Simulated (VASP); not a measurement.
Given:

```
CELL_PARAMETERS angstrom
      0.00000     2.34368     2.34368
      2.34368     0.00000     2.34368
      2.34368     2.34368     0.00000
ATOMIC_POSITIONS crystal
  Zr 0.00000 0.00000 0.00000
  C  0.50000 0.50000 0.50000
```

Level of theory: PBE GGA with D4 dispersion, VASP's PBE PAW potentials (set 64) (plane waves; VASP). Run with 520 eV cut-off, Gaussian smearing of 0.050 eV, potentials Zr_sv C.

Q: Estimate the band gap (along the path) with the smallest direct gap where there is one.

A: 
band gap (along the path): none (metal, semimetal or under 0.01 eV)

The compound is ZrC in the rock salt structure. It was relaxed first.
